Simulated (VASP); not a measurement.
Computed with PBEsol GGA, VASP's PBE PAW potentials (set 64) (plane waves; VASP).

VASP ran on this input.

POSCAR:
```
CsPbCl3
1
    5.6963592066     0.0000000000     0.0000000000
    0.0000000000     5.4983440475     5.4972273247
    0.0000000000    -5.4983440475     5.4972273247
Cs Pb Cl
2 2 6
Direct
  0.5000000000   0.5075127313   0.5075127313
  0.5000000000   0.0056576778   0.0056576778
  0.0000000000   0.5068792963   0.0073798391
  0.0000000000   0.0073798391   0.5068792963
  0.0000000000   0.1955774878   0.8188321097
  0.0000000000   0.8188321097   0.1955774878
  0.5000000000   0.0069170663   0.5078840062
  0.5000000000   0.5078840062   0.0069170663
  0.0000000000   0.6959801446   0.6959801446
  0.0000000000   0.3193996410   0.3193996410
```

KPOINTS:
```
Automatic
0
Gamma
  5 4 4
0 0 0
```

### INCAR
```
SYSTEM = CsPbCl3
PREC = Accurate
ENCUT = 400
EDIFF = 1E-7
NELM = 100
ALGO = Normal
LREAL = .FALSE.
LASPH = .TRUE.
ISMEAR = 0
SIGMA = 0.01
GGA = PS
LMAXMIX = 4
LWAVE = .FALSE.
LCHARG = .FALSE.
LCALCPOL = .TRUE.
DIPOL = 0.123 0.137 0.151
ISIF = 2
```

POTCAR, in this order: Cs_sv Pb_d Cl (PBE.64 set). Program: vasp_std.

Output of the run:

OSZICAR:
```
       N       E                     dE             d eps       ncg     rms          rms(c)
DAV:   1     0.793420137808E+03    0.79342E+03   -0.33766E+04  2200   0.127E+03
DAV:   2     0.744673419837E+02   -0.71895E+03   -0.69644E+03  2696   0.333E+02
DAV:   3    -0.341621951358E+02   -0.10863E+03   -0.10814E+03  2752   0.153E+02
DAV:   4    -0.382401499700E+02   -0.40780E+01   -0.40659E+01  2872   0.372E+01
DAV:   5    -0.384018163808E+02   -0.16167E+00   -0.16157E+00  2852   0.649E+00    0.722E+00
DAV:   6    -0.369539574926E+02    0.14479E+01   -0.29041E+00  2960   0.148E+01    0.460E+00
DAV:   7    -0.368917826826E+02    0.62175E-01   -0.12525E+00  3444   0.524E+00    0.224E+00
DAV:   8    -0.369129823732E+02   -0.21200E-01   -0.18783E-01  3352   0.263E+00    0.452E-01
DAV:   9    -0.369106512899E+02    0.23311E-02   -0.35674E-02  3396   0.123E+00    0.164E-01
DAV:  10    -0.369118020393E+02   -0.11507E-02   -0.39973E-03  2624   0.267E-01    0.879E-02
DAV:  11    -0.369123350437E+02   -0.53300E-03   -0.63052E-04  2952   0.150E-01    0.198E-02
DAV:  12    -0.369123636136E+02   -0.28570E-04   -0.62011E-05  3448   0.466E-02    0.720E-03
DAV:  13    -0.369123704534E+02   -0.68398E-05   -0.11548E-05  2512   0.144E-02    0.371E-03
DAV:  14    -0.369123708606E+02   -0.40726E-06   -0.12370E-06  2692   0.582E-03    0.183E-03
DAV:  15    -0.369123711785E+02   -0.31783E-06   -0.78351E-07  2336   0.534E-03    0.746E-04
DAV:  16    -0.369123711798E+02   -0.13315E-08   -0.42090E-08  1572   0.143E-03
   1 F= -.36912371E+02 E0= -.36912371E+02  d E =-.179269E-61
```

OUTCAR:
```
------------------------ aborting loop because EDIFF is reached ----------------------------------------
  FORCE on cell =-STRESS in cart. coord.  units (eV):
  Direction    XX          YY          ZZ          XY          YZ          ZX
  --------------------------------------------------------------------------------------
  Total       -0.2014769      0.0578477      0.0852633      0.0000000      0.0000000      0.0000000
  in kB       -0.9374172      0.2691497      0.3967069      0.0000000      0.0000000      0.0000000
  external PRESSURE =      -0.0905202 kB  Pullay stress =       0.0000000 kB
  volume of cell :      344.35
      direct lattice vectors                 reciprocal lattice vectors
     5.696359207  0.000000000  0.000000000     0.175550727  0.000000000  0.000000000
     0.000000000  5.498344047  5.497227325     0.000000000  0.090936470  0.090954943
     0.000000000 -5.498344047  5.497227325     0.000000000 -0.090936470  0.090954943
 POSITION                                       TOTAL-FORCE (eV/Angst)
 -----------------------------------------------------------------------------------
      2.84818      0.00000      5.57983         0.000000     -0.000000      0.001650
      2.84818      0.00000      0.06220         0.000000     -0.000000     -0.001728
      0.00000      2.74642      2.82700         0.000000      0.006785      0.001280
      0.00000     -2.74642      2.82700         0.000000     -0.006785      0.001280
      0.00000     -3.42687      5.57644         0.000000     -0.013375     -0.001629
      0.00000      3.42687      5.57644         0.000000      0.013375     -0.001629
      2.84818     -2.75449      2.82998         0.000000      0.001229     -0.000523
      2.84818      2.75449      2.82998         0.000000     -0.001229     -0.000523
      0.00000      0.00000      7.65192         0.000000     -0.000000     -0.010099
      0.00000      0.00000      3.51162         0.000000     -0.000000      0.011921
 -----------------------------------------------------------------------------------
    total drift:                               -0.000000      0.000003     -0.000044
  FREE ENERGIE OF THE ION-ELECTRON SYSTEM (eV)
  ---------------------------------------------------
  free  energy   TOTEN  =       -36.9123711798 eV

  energy  without entropy=      -36.9123711798  energy(sigma->0) =      -36.91237118

            Ionic dipole moment: p[ion]=(    29.48436     6.77396    32.52484 ) |e| Angst

 Total electronic dipole moment: p[elc]=(     0.00000    -0.00000    -6.96479 ) |e| Angst
```
(Selected blocks of OUTCAR.)

The structure comes from a computed database's CsPbCl3 entry (Amm2); how it stands against other phases isn't given here. It was relaxed first.
